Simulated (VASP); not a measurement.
A cell of Ca (fcc) near equilibrium:

```yaml
crystal:
  lattice:
    - [0.00000, 2.72853, 2.72853]
    - [2.72853, 0.00000, 2.72853]
    - [2.72853, 2.72853, 0.00000]
  atoms:
    - { symbol: Ca, position: [0.00000, 0.00000, 0.00000] }
```

Level of theory: PBEsol GGA, VASP's PBE PAW potentials (set 64) (plane waves; VASP).

| run | ΔE (meV/atom) | σxx | σyy | σzz | largest shear component, with its sign (GPa) | largest force (eV/Å) |
|---|---|---|---|---|---|---|
| as it is | 0.0 | 0.01 | 0.01 | 0.01 | 0.00 | 0.000 |
| after one change | 13.7 | -1.36 | -1.07 | -1.36 | 0.00 | 0.000 |
Stress is in GPa, positive when the cell is compressed.

**Question.** Name the change that produced these shifts.
A. biaxial strain of -2.0 % in the yz plane
B. biaxial strain of +4.0 % in the xz plane
C. isotropic strain of -0.5 %
D. biaxial strain of -3.0 % in the xz plane

**Answer.** B, biaxial strain of +4.0 % in the xz plane

The compound is Ca in the fcc structure.
